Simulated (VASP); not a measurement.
A run of VASP 6.6.1 is set up as follows.

Contents of INCAR:

```
SYSTEM = Be2Al
PREC = Accurate
ENCUT = 520
EDIFF = 1E-6
ISMEAR = 0
SIGMA = 0.1
LREAL = .FALSE.
LASPH = .TRUE.
NELM = 100
ALGO = Normal
ISIF = 2
LWAVE = .FALSE.
LCHARG = .FALSE.
GGA = PE
IVDW = 12
NBANDS = 10
```

File KPOINTS:

```
Automatic mesh
0
G
  6 6 6
  0 0 0
```

File POSCAR:

```
Be2Al
1.0
    3.6533104657      0.0000000000      0.0000000000
   -1.8266552329      3.1638596712      0.0000000000
    0.0000000000      0.0000000000      2.7129164244
Be Al
2 1
Direct
    0.3333333333      0.6666666667      0.5000000000
    0.6666666667      0.3333333333      0.5000000000
    0.0000000000      0.0000000000      0.0000000000
```

Potentials or basis: VASP PAW PBE potentials, release 64 (Be, Al).

Run with:

```bash
$ cat potpaw_PBE.64/Be/POTCAR potpaw_PBE.64/Al/POTCAR > POTCAR
$ mpirun -np 1 vasp_std > vasp.out
```

(1) What does it give for the pressure?

(2) Predict the band gap on the k mesh.

(3) Estimate the dispersion energy per atom.

Results:

(1) 0.1 GPa.

(2) none (metal or under the smearing width).

(3) -0.348 eV.

Caveat: the k mesh is coarse (spacing up to 0.39 Å⁻¹), so the values aren't converged; pairwise dispersion overbinds metals, which lowers pressure and volume.
